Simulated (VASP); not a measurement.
Method: PBEsol GGA, VASP's PBE PAW potentials (set 64) (plane waves; VASP).

The input files of a VASP run:

### POSCAR
```
Sn
1
   -1.8898820000     1.8898820000     1.8898820000
    1.8898820000    -1.8898820000     1.8898820000
    1.8898820000     1.8898820000    -1.8898820000
Sn
1
Direct
  0.0000000000   0.0000000000   0.0000000000
```

INCAR:
```
ISIF  =  2   # forces and stress, cell fixed
SIGMA  =  0.272   # width (eV)
ENCUT  =  300
LWAVE  =  F
LREAL  =  F   # projection in real space or not
NELM  =  100
PREC  =  Accurate
LCHARG  =  F
LMAXMIX  =  4   # l cut-off of mixed one-centre charges
ALGO  =  Normal
LASPH  =  T
SYSTEM  =  Sn
EDIFF  =  1E-6   # SCF stop (eV)
ISMEAR  =  0   # Gaussian
GGA  =  PS
```

**KPOINTS**
```
Automatic mesh
0
Gamma
10 10 10
0 0 0
```

POTCAR, in this order: Sn_d (PBE.64 set). Program: vasp_std.

At this cut-off the stress carries a Pulay error, which pulls relaxed volumes low. Unless said otherwise, spin-orbit coupling is left out, though it shifts the bands of the heavy elements here.

**Question.** What does the run give for the energy per atom (σ→0), pressure, band gap (on the k-mesh)?

**Answer.** 
```
Item                                                        Result
------------------------  ----------------------------------------
energy per atom (σ→0)                               -4211 meV/atom
band gap (on the k-mesh)  none (metal, semimetal or under 0.01 eV)
pressure                                                 -2.08 GPa
```

**OSZICAR**
```
...
DAV:   3    -0.418756921122E+01   -0.32475E+01   -0.32327E+01  1203   0.629E+01
DAV:   4    -0.424428384352E+01   -0.56715E-01   -0.56700E-01  1179   0.872E+00
DAV:   5    -0.424619790022E+01   -0.19141E-02   -0.19138E-02  1214   0.153E+00    0.135E+00
DAV:   6    -0.423080686732E+01    0.15391E-01   -0.16997E-02  1202   0.247E+00    0.728E-01
DAV:   7    -0.422579185461E+01    0.50150E-02   -0.10138E-02  1202   0.177E+00    0.108E-01
DAV:   8    -0.422549296641E+01    0.29889E-03   -0.58194E-04  1199   0.483E-01    0.180E-02
DAV:   9    -0.422549314409E+01   -0.17768E-06   -0.81883E-06  1282   0.371E-02
   1 F= -.42254931E+01 E0= -.42114256E+01  d E =-.281351E-01
```

The structure was generated: Sn was put into an ordered model structure, which need not be its known phase. The cell was not relaxed at this level.
